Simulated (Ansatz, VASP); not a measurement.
# NaF (Villiaumite) in two plane-wave programs

One calculation is typed for both programs; each brings its own data sets. How far apart do they land? The cell is taken from a series of VASP runs on this material, whose earlier steps may have relaxed, scaled or displaced it; both programs get it as it stands. Valence electrons are named where the data sets of a main pair hold unlike numbers.

Main program and level: Ansatz 0.2.0; plane waves, with VASP 6.6.1 beside it; band structure at LDA, band structure at PBE and band structure at r2SCAN.

### 1. Starting point

Symmetry: Fm-3m, No. 225, cubic system. The conventional cell has a = 4.640 Å, b = 4.640 Å, c = 4.640 Å, α = 90.00°, β = 90.00°, γ = 90.00°. Nearest to Na lie 6 F at 2.32 Å. Nearest to F lie 6 Na at 2.32 Å. Farther neighbours and most contacts between anions are not listed.

As a file:

```cif
data_structure
_symmetry_space_group_name_H-M 'P 1'
_symmetry_Int_Tables_number 1
_cell_length_a 3.2810
_cell_length_b 3.2810
_cell_length_c 3.2810
_cell_angle_alpha 60.000
_cell_angle_beta 60.000
_cell_angle_gamma 60.000
_cell_volume 24.97
loop_
_atom_site_label
_atom_site_type_symbol
_atom_site_fract_x
_atom_site_fract_y
_atom_site_fract_z
_atom_site_occupancy
Na1 Na 0.00000 0.00000 0.00000 1
F2 F 0.50000 0.50000 0.50000 1
```

### 2. Ansatz: band structure, LDA

Ansatz runs on its default PAW (the set named soft_2) files.

The same path points are solved in both programs, so levels can be compared one by one.

input.yaml

```yaml
crystal:
  lattice:
    - [0.0, 2.32, 2.32]
    - [2.32, 0.0, 2.32]
    - [2.32, 2.32, 0.0]
  atoms:
    - { symbol: Na, position: [0.0, 0.0, 0.0] }
    - { symbol: F, position: [0.5, 0.5, 0.5] }
hamiltonian:
  xc: lda
  pseudopotentials: { kind: paw }
kpoints:
  mp_grid: { grid: [8, 8, 8] }
  band_path:
    path:
      - [0.0, 0.0, 0.0]
      - [0.16667, 0.0, 0.16667]
      - [0.33333, 0.0, 0.33333]
      - [0.5, 0.0, 0.5]
      - [0.5, 0.08333, 0.58333]
      - [0.5, 0.19444, 0.69444]
      - [0.5, 0.25, 0.75]
      - [0.45833, 0.29167, 0.75]
      - [0.40278, 0.34722, 0.75]
      - [0.375, 0.375, 0.75]
      - [0.20833, 0.20833, 0.41667]
      - [0.08333, 0.08333, 0.16667]
      - [0.0, 0.0, 0.0]
      - [0.22222, 0.22222, 0.22222]
      - [0.38889, 0.38889, 0.38889]
      - [0.51389, 0.47222, 0.51389]
      - [0.55556, 0.38889, 0.55556]
      - [0.61111, 0.27778, 0.61111]
      - [0.61111, 0.25, 0.63889]
      - [0.56944, 0.25, 0.68056]
      - [0.51389, 0.25, 0.73611]
      - [0.5, 0.27778, 0.72222]
      - [0.5, 0.38889, 0.61111]
      - [0.5, 0.47222, 0.52778]
      - [0.48611, 0.48611, 0.52778]
      - [0.43056, 0.43056, 0.63889]
      - [0.38889, 0.38889, 0.72222]
      - [0.59722, 0.19444, 0.59722]
      - [0.55556, 0.11111, 0.55556]
      - [0.5, 0.0, 0.5]
    npoints: 1
scf:
  occupations: { method: gaussian, width: 0.03 }
  n_extra_bands: 7
output:
  forces: true
  stress: true
  eigenvalues: true
  write_density: true
  write_potential: true
  elf: true
  volumetric_format: npy
```

The run is started by

```bash
$ ansatz run input.yaml --threads 2 --pin off --max-ram 4608MiB --backend cpu --events-out ev --progress --plain --runs-dir out
```

Numbers of over 12 decimals in the logs are rounded to 6 here.

What it wrote:

```text
scf.n_extra_bands = 7 over 8 filled bands (N_el = 16.0): the run solves 15 bands
Engine: ansatz 0.2.0, aarch64-unknown-linux-gnu
Pseudopotentials: kind: paw
Pseudopotential: Na, paw, valence charge 9, recommended cutoff 420 eV (normal), Na.paw.azcp
Pseudopotential: F, paw, valence charge 7, recommended cutoff 420 eV (normal), F.paw.azcp
Functional definition: SPW92
  exchange = slater_x
  correlation = pw_c
Crystal: 2 atoms, lattice volume = 24.974 Å³
Basis set: ecut = 420 eV, 531 PW (Γ)
Bands: 15, of which v1, the nominal top of the filled ones, is band 8 counted from 1 (7 counted from 0)
Symmetry: 48 space group operations
Space group: Fm-3m (ITA 225), of the structure as read, at distance tolerance 2.9e-5 Å
k-points: 29 of 512
Non-local potential: Na, projectors of the file, l = 0: 3, l = 1: 2, l = 2: 1
Non-local potential: F, projectors of the file, l = 0: 2, l = 1: 2, l = 2: 1
PAW form: soft (Blöchl's): semilocal exchange-correlation on the pseudo side does not see the compensation charge
PAW frozen core: Na, regenerated for the run's functional, and the local potential with it (the file was generated under x = pbe(κ = 0.804, μ = 0.219515), c = pbe(β = 0.066725))
PAW frozen core: F, regenerated for the run's functional, and the local potential with it (the file was generated under x = pbe(κ = 0.804, μ = 0.219515), c = pbe(β = 0.066725))
PAW one-centre angular grid: Na, 110 points (default); XC on 64 Gauss nodes
PAW one-centre angular grid: F, 110 points (default); XC on 64 Gauss nodes
Initial density: superposition of atomic densities (neutral atoms: chi_scale 0, normalization atom), corrected by the library's trained network
Initial wavefunctions: pseudopotential atomic-orbital guess
Functional: x = slater, c = lda
SCF iter   1: F=—  HF=-2263.082106 eV  |F-HF|=—  |Δ(HF+E_count)|=         —  Δρ=1.88e-2  dr2=6.18e-2  ethr=1.77e-3  ⟨swp⟩=5.6  Hψ=2233  notcnv=0  defer=1
preconditioner: auto → none  [insulator: Δε(μ)=5.678 eV  Ē_g=29.374 eV  σ=0.030 eV  W_gap=1.00  n_scr=8 (ndim 8)  ℏωp=27.8 eV  f_vac=0.108  D(μ)=0.00/eV (n_scr^D=0)  ε∞_Penn≈1.9]
SCF iter   2: F=—  HF=-2263.063108 eV  |F-HF|=—  |Δ(HF+E_count)|=   1.90e-2  Δρ=9.91e-3  dr2=1.16e-2  ethr=3.87e-4  ⟨swp⟩=2.0  Hψ=905  notcnv=0  defer=58
SCF iter   3: F=—  HF=-2263.059430 eV  |F-HF|=—  |Δ(HF+E_count)|=   3.68e-3  Δρ=1.41e-3  dr2=3.75e-4  ethr=7.22e-5  ⟨swp⟩=2.0  Hψ=601  notcnv=0  defer=59
SCF iter   4: F=—  HF=-2263.059284 eV  |F-HF|=—  |Δ(HF+E_count)|=   1.47e-4  Δρ=4.50e-4  dr2=1.60e-5  ethr=2.35e-6  ⟨swp⟩=2.0  Hψ=599  notcnv=0  defer=59
SCF iter   5: F=—  HF=-2263.059272 eV  |F-HF|=—  |Δ(HF+E_count)|=   1.13e-5  Δρ=4.52e-5  dr2=3.77e-7  ethr=9.99e-8  ⟨swp⟩=2.0  Hψ=464  notcnv=0  defer=59
SCF iter   6: F=-2263.059272 eV  HF=-2263.059272 eV  |F-HF|=4.08e-9  |Δ(HF+E_count)|=   8.16e-8  Δρ=5.21e-6  dr2=4.37e-9  ethr=6.25e-10  ⟨swp⟩=10.9  Hψ=2547  notcnv=0
SCF 1 converged in 6 iterations: F = -2263.059272 eV  dr2 = 4.37e-9
  greatest PAW one-centre occupation: 0.999 electrons in one spin orbital (limit 2), on the Na atom at site 0 (counted from 0), in its partial waves of l = 0
NSCF: frozen V_eff on 30 k-points
SCF converged after 6 iterations
Free energy (F): -2263.059272 eV
Harris-Foulkes:  -2263.059272 eV  (|F-HF|=4.08e-9)
Internal energy: -2263.059272 eV  (E = F + TS)
E sigma→0 (E₀):  -2263.059272 eV
Fermi energy:    3.523424 eV
--- Per-component energies (eV) ---
  E_band       = -237.960599
  E_kinetic    = 326.883963
  E_local      = -1692.918988  (includes V_loc(G=0)·N_el)
  E_nonlocal   = 192.413374
  E_hartree    = 597.257306
  E_xc         = -116.993592
  E_vxc        = -151.726684  (∫ρ·V_xc dr)
  E_paw        = -432.046551  (= ΣΔE_a)
  E_vpaw       = -107.126975  (= ΣTr[D̂ρ^β])
  E_aug_tail   = 0.001975  (compensation charges beyond the density's cutoff)
  E_ewald      = -1137.910901
  E_core_change = 0.254142  (= ΣΔE_core)
  E_smearing   = -0.000000  (= −TS)
  E_closure    = -0.000000  (closes the sum)
  Σ components = -2263.059272   (vs F -2263.059272, Δ=0.00e0)
--- Forces (eV/Å), atoms counted from 1 ---
  atom   1  Na    -0.00000000     0.00000000     0.00000000
  atom   2  F      0.00000000    -0.00000000     0.00000000
  max |Σ_I F_I| component: 3.52e-29 eV/Å
--- Stress (GPa, compression-positive) ---
       -4.471828       0.000000       0.000000
       -0.000000      -4.471828       0.000000
        0.000000       0.000000      -4.471828
  P = ⅓ Tr σ = -4.4718 GPa (-44.718 kbar)
--- Band table (eV; the first three rows and the last of 29) ---
  k-point 0: bands = [... 4 lower, -18.2154, 0.5447, 0.5447, 0.5447, 6.5020, 19.0768, 19.0768, 19.0768, ... 3 higher]
  k-point 1: bands = [... 4 lower, -17.8952, 0.2360, 0.5062, 0.5062, 7.0537, 17.3341, 19.3134, 19.3134, ... 3 higher]
  k-point 2: bands = [... 4 lower, -17.5938, -0.3860, 0.4138, 0.4138, 8.3697, 15.2520, 19.8352, 19.8352, ... 3 higher]
  k-point 28: bands = [... 4 lower, -17.6056, -0.3583, -0.3583, -0.0437, 13.3336, 13.3336, 15.3459, 17.0396, ... 3 higher]
```

Wall time 1.3 s (2 threads of Arm Neoverse N1, shared host); peak memory 0.23 GiB.

### 3. VASP: band structure, LDA

The same cell, functional (in two slightly different forms), mesh and smearing now go to VASP, with its own data sets.

Lines of VASP's logs that name or quote its potential files are left out, and so is its time.

INCAR

```
SYSTEM = NaF
PREC = Accurate
ENCUT = 460
EDIFF = 1E-06
NELM = 100
ISMEAR = 0
SIGMA = 0.03
LREAL = .FALSE.
ALGO = Normal
GGA = CA
NBANDS = 19
LORBIT = 11
LWAVE = .FALSE.
LCHARG = .FALSE.
KPAR = 4
LASPH = .TRUE.
```

POSCAR

```
NaF
1.0
    0.0000000000      2.3200000000      2.3200000000
    2.3200000000      0.0000000000      2.3200000000
    2.3200000000      2.3200000000      0.0000000000
Na F
1 1
Direct
    0.0000000000      0.0000000000      0.0000000000
    0.5000000000      0.5000000000      0.5000000000
```

KPOINTS

```
Automatic mesh
0
Gamma
8 8 8
0 0 0
```

KPOINTS_OPT

```
Line mode
10
Line-mode
Reciprocal
  0.00000000   0.00000000   0.00000000 GAMMA
  0.50000000   0.00000000   0.50000000 X

  0.50000000   0.00000000   0.50000000 X
  0.50000000   0.25000000   0.75000000 W

  0.50000000   0.25000000   0.75000000 W
  0.37500000   0.37500000   0.75000000 K

  0.37500000   0.37500000   0.75000000 K
  0.00000000   0.00000000   0.00000000 GAMMA

  0.00000000   0.00000000   0.00000000 GAMMA
  0.50000000   0.50000000   0.50000000 L

  0.50000000   0.50000000   0.50000000 L
  0.62500000   0.25000000   0.62500000 U

  0.62500000   0.25000000   0.62500000 U
  0.50000000   0.25000000   0.75000000 W

  0.50000000   0.25000000   0.75000000 W
  0.50000000   0.50000000   0.50000000 L

  0.50000000   0.50000000   0.50000000 L
  0.37500000   0.37500000   0.75000000 K

  0.62500000   0.25000000   0.62500000 U
  0.50000000   0.00000000   0.50000000 X
```

PAW data sets: Na_pv and F (LDA family, release 64).

The run is started by

```bash
$ mpirun -np 4 vasp_std
```

What it wrote:

```text
[banner, memory and clock lines left out]
running    4 mpi-ranks, on    1 nodes
 distrk:  each k-point on    1 cores,    4 groups
 distr:  one band on    1 cores,    1 groups

 POSCAR found type information on POSCAR NaF
 POSCAR found :  2 types and       2 ions
 LDA part: xc-table for (Slater(with rela. corr.)+CA(PZ))
 , standard interpolation
 POSCAR, INCAR and KPOINTS ok, starting setup
 FFT: planning ... GRIDC
 FFT: planning ... GRID_SOFT
 FFT: planning ... GRID
 WAVECAR not read
 entering main loop
       N       E                     dE             d eps       ncg     rms          rms(c)
DAV:   1     0.998027641709E+02    0.99803E+02   -0.63209E+03  1140   0.810E+02
DAV:   2    -0.536531385299E+01   -0.10517E+03   -0.98165E+02  1215   0.251E+02
DAV:   3    -0.101213374759E+02   -0.47560E+01   -0.47395E+01  1271   0.498E+01
DAV:   4    -0.101526397621E+02   -0.31302E-01   -0.31297E-01  1269   0.408E+00
DAV:   5    -0.101528193172E+02   -0.17956E-03   -0.17955E-03  1252   0.305E-01    0.503E+00
DAV:   6    -0.935303936427E+01    0.79978E+00   -0.21585E+00  1273   0.108E+01    0.181E+00
DAV:   7    -0.932335564018E+01    0.29684E-01   -0.35106E-02  1209   0.147E+00    0.988E-01
DAV:   8    -0.930718578778E+01    0.16170E-01   -0.24482E-02  1164   0.243E+00    0.157E-01
DAV:   9    -0.930713840025E+01    0.47388E-04   -0.17482E-03  1272   0.311E-01    0.835E-02
DAV:  10    -0.930710136640E+01    0.37034E-04   -0.31827E-04  1240   0.130E-01    0.911E-03
DAV:  11    -0.930709986219E+01    0.15042E-05   -0.13734E-05  1412   0.651E-02    0.349E-03
DAV:  12    -0.930709975313E+01    0.10906E-06   -0.11728E-06   946   0.103E-02
   1 F= -.93070998E+01 E0= -.93070998E+01  d E =-.136025E-40
 Start KPOINTS_OPT (optional k-point list driver)
k-point batch [1-29\100]
       N       E                     dE             ncg
DAV:   1    -0.228586152185E+04   -0.16093E+05     1113
DAV:   2    -0.534386400695E+04   -0.30580E+04     1199
DAV:   3    -0.549139273362E+04   -0.14753E+03     1394
DAV:   4    -0.549244087351E+04   -0.10481E+01     1312
DAV:   5    -0.549244549108E+04   -0.46176E-02     1348
DAV:   6    -0.549244553159E+04   -0.40514E-04     1350
DAV:   7    -0.549244553200E+04   -0.41217E-06     1129
[...]
k-point batch [88-100\100]
       N       E                     dE             ncg
DAV:   1     0.715195504776E+04   -0.86001E+04      513
DAV:   2     0.578476293754E+04   -0.13672E+04      593
DAV:   3     0.571729333646E+04   -0.67470E+02      594
DAV:   4     0.571679278101E+04   -0.50056E+00      580
DAV:   5     0.571679023346E+04   -0.25475E-02      596
DAV:   6     0.571679020890E+04   -0.24561E-04      652
DAV:   7     0.571679020863E+04   -0.27055E-06      476
```

From OUTCAR (step 3):

```text
ion  position               nearest neighbor table
   1  0.000  0.000  0.000-   2 2.32   2 2.32   2 2.32   2 2.32   2 2.32   2 2.32
   2  0.500  0.500  0.500-   1 2.32   1 2.32   1 2.32   1 2.32   1 2.32   1 2.32

  LATTYP: Found a face centered cubic cell.
 ALAT       =     4.6400000000

 Subroutine GETGRP returns: Found 48 space group operations
 (whereof 48 operations were pure point group operations)

The static configuration has the point symmetry O_h .

 Found     29 irreducible k-points:

   k-points           NKPTS =     29   k-points in BZ     NKDIM =     29   number of bands    NBANDS=     19

   dimension x,y,z NGX =    24 NGY =   24 NGZ =   24
   dimension x,y,z NGXF=    48 NGYF=   48 NGZF=   48

   ENCUT  =  460.0 eV  33.81 Ry    5.81 a.u.   5.74  5.74  5.74*2*pi/ulx,y,z

   NELECT =      14.0000    total number of electrons

 k-points in reciprocal lattice and weights: Automatic mesh
   0.00000000  0.00000000  0.00000000       0.002
   0.12500000  0.00000000  0.00000000       0.016
   0.25000000  0.00000000  0.00000000       0.016
   0.37500000  0.00000000  0.00000000       0.016
   0.50000000  0.00000000  0.00000000       0.008
   0.12500000  0.12500000  0.00000000       0.012
   0.25000000  0.12500000  0.00000000       0.047
   0.37500000  0.12500000  0.00000000       0.047
   0.50000000  0.12500000  0.00000000       0.047
[...]
-0.37500000  0.50000000  0.12500000       0.023
  -0.25000000  0.50000000  0.25000000       0.012

 average (electrostatic) potential at core
       1 -45.7270       2 -77.4905

 E-fermi :  -2.2565

 k-point     1 :       0.0000    0.0000    0.0000
  band No.  band energies     occupation
    ...
      3     -21.3015      2.00000
      4     -21.2809      2.00000
      5      -2.5329      2.00000
      6      -2.5329      2.00000
      7      -2.5329      2.00000
      8       3.4067      0.00000
      9      15.9800      0.00000
     10      15.9800      0.00000
     11      15.9800      0.00000
     12      18.7819      0.00000
    ...

 k-point     2 :       0.1250    0.0000    0.0000
  band No.  band energies     occupation
    ...
      3     -21.3035      2.00000
      4     -20.9559      2.00000
      5      -2.8455      2.00000
      6      -2.5726      2.00000
      7      -2.5726      2.00000
      8       3.9599      0.00000
      9      14.2378      0.00000
     10      16.2167      0.00000
     11      16.2167      0.00000
     12      20.4202      0.00000
    ...

 k-point     3 :       0.2500    0.0000    0.0000
  band No.  band energies     occupation
    ...
      3     -21.3081      2.00000
      4     -20.6517      2.00000
      5      -3.4716      2.00000
      6      -2.6669      2.00000
      7      -2.6669      2.00000
      8       5.2772      0.00000
      9      12.1566      0.00000
     10      16.7355      0.00000
     11      16.7355      0.00000
     12      19.7516      0.00000
    ...

  Total       -0.9144857     -0.9144857     -0.9144857      0.0000000     -0.0000000      0.0000000
  in kB      -58.6669557    -58.6669557    -58.6669557      0.0000000     -0.0000000      0.0000000
  external PRESSURE =     -58.6669557 kB  Pullay stress =       0.0000000 kB

  energy-cutoff  :      460.00
  volume of cell :       24.97
      direct lattice vectors                 reciprocal lattice vectors
     0.000000000  2.320000000  2.320000000    -0.215517241  0.215517241  0.215517241
     2.320000000  0.000000000  2.320000000     0.215517241 -0.215517241  0.215517241
     2.320000000  2.320000000  0.000000000     0.215517241  0.215517241 -0.215517241

 POSITION                                       TOTAL-FORCE (eV/Angst)
 -----------------------------------------------------------------------------------
      0.00000      0.00000      0.00000         0.000000     -0.000000      0.000000
      2.32000      2.32000      2.32000         0.000000      0.000000     -0.000000
 -----------------------------------------------------------------------------------
    total drift:                                0.000000     -0.000000      0.000000

  FREE ENERGIE OF THE ION-ELECTRON SYSTEM (eV)
  ---------------------------------------------------
  free  energy   TOTEN  =        -9.3070997531 eV

  energy  without entropy=       -9.3070997531  energy(sigma->0) =       -9.30709975

 total charge
# of ion       s       p       d       tot
------------------------------------------
    1        0.052   5.993   0.000   6.045
    2        1.729   4.354   0.000   6.083
--------------------------------------------------
tot          1.781  10.347   0.000  12.128

[... 3 further parts left out ...]
```

The run ends at a pressure of -5.87 GPa.

### 4. Differences

Known differences besides the potentials themselves: the two LDA forms differ slightly; the data sets hold 16 valence electrons in Ansatz (on its default PAW (the set named soft_2) files) and 14 in VASP; the cutoff is 420 eV in Ansatz and 460 eV in VASP; VASP's log shows a relativistic correction to its local exchange, Ansatz's none. Total energies have different zeros and are not compared.

Compared:

| quantity | Ansatz | VASP | difference |
| --- | --- | --- | --- |
| pressure (GPa) | -4.47 | -5.87 | +1.39 |
| pressure without Ansatz's Pulay correction (GPa) | -5.17 | -5.87 | +0.70 |
| gap over the path points (eV) | 5.957 | 5.940 | +0.018 |

Levels at points of the path, from each program's valence-band top (eV; 3 filled, then empty):

| k (reciprocal lattice) | Ansatz | VASP |
| --- | --- | --- |
| 0.000 0.000 0.000 | 0.00 0.00 0.00 5.96 18.53 | 0.00 0.00 0.00 5.94 18.51 |
| 0.167 0.000 0.167 | -0.56 -0.11 -0.11 7.18 15.85 | -0.57 -0.11 -0.11 7.16 15.83 |
| 0.333 0.000 0.333 | -1.18 -0.32 -0.32 9.80 13.61 | -1.19 -0.32 -0.32 9.78 13.59 |
| 0.500 0.000 0.500 | -1.32 -0.42 -0.42 12.73 12.86 | -1.32 -0.42 -0.42 12.73 12.83 |
| 0.500 0.083 0.583 | -1.27 -0.49 -0.46 12.74 12.85 | -1.27 -0.49 -0.46 12.73 12.82 |
| 0.500 0.194 0.694 | -1.05 -0.74 -0.57 12.77 12.81 | -1.05 -0.75 -0.57 12.76 12.79 |
| 0.500 0.250 0.750 | -0.90 -0.90 -0.59 12.79 12.79 | -0.91 -0.91 -0.59 12.78 12.78 |
| 0.458 0.292 0.750 | -1.01 -0.84 -0.53 12.67 12.79 | -1.01 -0.84 -0.53 12.65 12.78 |
| 0.403 0.347 0.750 | -1.08 -0.85 -0.40 12.44 12.80 | -1.09 -0.86 -0.40 12.43 12.79 |
| 0.375 0.375 0.750 | -1.09 -0.86 -0.38 12.41 12.80 | -1.10 -0.86 -0.38 12.39 12.80 |

Among the levels compared at these points, filled levels agree within 12 meV and empty ones within 22 meV. Ansatz's pressure holds a Pulay correction of 0.70 GPa; VASP's holds none.

### 5. Other set-ups

Further runs change the set-up of one program: Ansatz's method, potentials or start, or VASP's data sets, cutoff or form of LDA. The table gives Ansatz less VASP for each quantity, since a change that brings one quantity closer may part another.

| run | pressure (GPa) | gap over the path points (eV) | pressure without Ansatz's Pulay correction (GPa) |
| --- | --- | --- | --- |
| as above | 1.4 | 0.018 | 0.70 |
| cores kept as stored | 1.4 | 0.017 | 0.80 |
| Ansatz's all-electron LAPW method | 1.4 | 0.0049 |  |
| Ansatz's larger PAW set (cutoff 1300 eV) | 1.4 | 0.0060 |  |
| norm-conserving potentials (cutoff 1197 eV) | 1.4 | 0.031 |  |

(Part 1 of 2 ends here.)

[Lines on the potential files, build, host, timing and source positions are cut from VASP's logs without a mark.]

[Logs are printed without paths, hosts, clocks, repeated set-up lines and the standing remarks that a program may print on its own settings, such as how far it seeks lower states.]

[Hosts, paths, dates, database ids (printed as entryN), source tags and the programs' standing remarks are cut or masked in the printed files.]
